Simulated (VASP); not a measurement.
Data:

```
CaCd2As2
1.0
    4.40460     0.00000     0.00000
   -2.20230     3.81449     0.00000
    0.00000     0.00000     7.18145
Ca Cd As
1 2 2
Cartesian
  0.00000   0.00000   0.00000
  0.00000   2.54300   4.54984
  2.20230   1.27150   2.63161
  0.00000   2.54300   1.69778
  2.20230   1.27150   5.48367
```

Level of theory: r2SCAN meta-GGA, VASP's PBE PAW potentials (set 64) (plane waves; VASP). Numerical set-up: 400 eV cut-off, 7×7×4 Γ-centred mesh, tetrahedra with Blöchl corrections, potentials Ca_sv Cd As.

The cores are frozen, which limits the accuracy of field gradients.

**Question.** Give the principal components of the electric field gradient (V/Å²) and the asymmetry η at each nucleus.

**Answer.** 
```tsv
atom	Vxx	Vyy	Vzz	η
Ca1	-2.0	-2.0	4.1	0.00
Cd2	-10.2	-10.2	20.3	0.00
Cd3	-10.2	-10.2	20.3	0.00
As4	-5.3	-5.3	10.6	0.00
As5	-5.3	-5.3	10.6	0.00
```

The structure comes from a computed database's CaCd2As2 entry (P-3m1); how it stands against other phases isn't given here. It was relaxed first.
